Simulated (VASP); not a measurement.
A convergence study with VASP on WSe2 (2H layered): a few settings are varied, all else stays as given below, so the limit is that of these other settings.

```
WSe2
1.0
    1.64000    -2.84056     0.00000
    1.64000     2.84056     0.00000
    0.00000     0.00000    12.96000
W Se
2 4
Direct
  0.33333   0.66667   0.25000
  0.66667   0.33333   0.75000
  0.33333   0.66667   0.87900
  0.66667   0.33333   0.37900
  0.66667   0.33333   0.12100
  0.33333   0.66667   0.62100
```

The numbers are results of PBE GGA, VASP's PBE PAW potentials (set 64) (plane waves; VASP 6.6.1), not measurements. The last row used: 550 eV cut-off, 15×15×3 Γ-centred mesh, second-order Methfessel-Paxton smearing of 0.40 eV, potentials W_sv Se.

```tsv
setting	E (eV/atom)	pressure (GPa)	largest force (eV/Å)	irreducible k-points
ISMEAR = -1, SIGMA = 0.01, 4×4×1 mesh	-7.1938	4.89	0.213	4
ISMEAR = -1, SIGMA = 0.2, 4×4×1 mesh	-7.1922	4.91	0.217	4
ISMEAR = 0, SIGMA = 0.01, 4×4×1 mesh	-7.1938	4.89	0.213	4
ISMEAR = 0, SIGMA = 0.2, 4×4×1 mesh	-7.1938	4.89	0.213	4
ISMEAR = 1, SIGMA = 0.01, 4×4×1 mesh	-7.1938	4.89	0.213	4
ISMEAR = 1, SIGMA = 0.2, 4×4×1 mesh	-7.1937	4.89	0.213	4
ISMEAR = 2, SIGMA = 0.01, 4×4×1 mesh	-7.1938	4.89	0.213	4
ISMEAR = 2, SIGMA = 0.2, 4×4×1 mesh	-7.1937	4.89	0.213	4
ISMEAR = -1, SIGMA = 0.05, 9×9×2 mesh	-7.1844	5.04	0.307	24
ISMEAR = -1, SIGMA = 0.2, 9×9×2 mesh	-7.1826	5.07	0.314	24
ISMEAR = 0, SIGMA = 0.05, 9×9×2 mesh	-7.1844	5.04	0.307	24
ISMEAR = 0, SIGMA = 0.2, 9×9×2 mesh	-7.1844	5.04	0.307	24
ISMEAR = 1, SIGMA = 0.05, 9×9×2 mesh	-7.1843	5.04	0.307	24
ISMEAR = 1, SIGMA = 0.2, 9×9×2 mesh	-7.1844	5.04	___	24
ISMEAR = 2, SIGMA = 0.05, 9×9×2 mesh	-7.1843	5.04	0.307	24
ISMEAR = 2, SIGMA = 0.2, 9×9×2 mesh	-7.1843	5.04	0.308	24
ISMEAR = -1, SIGMA = 0.05, 15×15×3 mesh	-7.1845	5.04	0.307	54
ISMEAR = -1, SIGMA = 0.4, 15×15×3 mesh	-7.1565	5.69	0.404	54
ISMEAR = 0, SIGMA = 0.05, 15×15×3 mesh	-7.1845	5.04	0.307	54
ISMEAR = 0, SIGMA = 0.4, 15×15×3 mesh	-7.1843	5.04	0.308	54
ISMEAR = 1, SIGMA = 0.05, 15×15×3 mesh	-7.1845	5.04	0.307	54
ISMEAR = 1, SIGMA = 0.4, 15×15×3 mesh	___	___	___	54
ISMEAR = 2, SIGMA = 0.05, 15×15×3 mesh	-7.1845	5.04	0.307	54
ISMEAR = 2, SIGMA = 0.4, 15×15×3 mesh	-7.1845	5.02	0.303	54
```

**Question.** Fill in the missing entries.

**Answer.** 
- ISMEAR = 1, SIGMA = 0.2, 9×9×2 mesh, largest force (eV/Å): 0.306
- ISMEAR = 1, SIGMA = 0.4, 15×15×3 mesh, E (eV/atom): -7.1848
- ISMEAR = 1, SIGMA = 0.4, 15×15×3 mesh, pressure (GPa): 4.99
- ISMEAR = 1, SIGMA = 0.4, 15×15×3 mesh, largest force (eV/Å): 0.292

Left out are rungs that failed or repeat a setting and relaxations that didn't move; long series are thinned to 24 rows.

The compound is WSe2 in the 2H layered structure. The cell was not relaxed at this level, forces remain on its atoms.
